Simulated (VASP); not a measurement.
Computed with PBE GGA, VASP's PBE PAW potentials (set 64) (plane waves; VASP).

VASP ran on this input.

### POSCAR
```
Ni
1.0
  0.0000000000   1.7600000000   1.7600000000
  1.7600000000   0.0000000000   1.7600000000
  1.7600000000   1.7600000000   0.0000000000
Ni
1
direct
  0.0000000000   0.0000000000   0.0000000000
```

**INCAR**
```
ALGO = Normal
EDIFF = 1E-6
ENCUT = 300
GGA = PE
ISIF = 2
ISMEAR = -1
ISPIN = 2
LASPH = .TRUE.
LCHARG = .FALSE.
LMAXMIX = 4
LORBIT = 11
LREAL = .FALSE.
LWAVE = .FALSE.
MAGMOM = 1.0
NELM = 100
PREC = Accurate
SIGMA = 0.1
SYSTEM = Ni
```

KPOINTS:
```
Automatic mesh
0
Gamma
21 21 21
0 0 0
```

POTCAR, in this order: Ni (PBE.64 set). Program: vasp_std.

**Question.** Predict the energy per atom (σ→0), cell moment, band gap (on the k-mesh).

**Answer.** 
```
Quantity                                                     Value
------------------------  ----------------------------------------
energy per atom (σ→0)                               -5.481 eV/atom
cell moment                                                0.61 μB
band gap (on the k-mesh)  none (metal, semimetal or under 0.01 eV)
```

OSZICAR:
```
...
DAV:   6    -0.584646029072E+01    0.67089E+00   -0.15345E+01 12544   0.564E+01    0.597E+00
DAV:   7    -0.552636837015E+01    0.32009E+00   -0.26301E+00 12580   0.216E+01    0.191E+00
DAV:   8    -0.551133049516E+01    0.15038E-01   -0.17117E-02 15428   0.131E+00    0.948E-01
DAV:   9    -0.550900695193E+01    0.23235E-02   -0.16141E-03 16308   0.345E-01    0.250E-01
DAV:  10    -0.550850030408E+01    0.50665E-03   -0.56658E-04 15092   0.183E-01    0.275E-02
DAV:  11    -0.550849903255E+01    0.12715E-05   -0.22856E-05 13914   0.478E-02    0.254E-02
DAV:  12    -0.550849954008E+01   -0.50753E-06   -0.10339E-06  7036   0.109E-02
   1 F= -.55084995E+01 E0= -.54812927E+01  d E =-.544137E-01  mag=     0.6097
```

The structure is a typed Ni crystal (Fm-3m). The cell was not relaxed at this level.
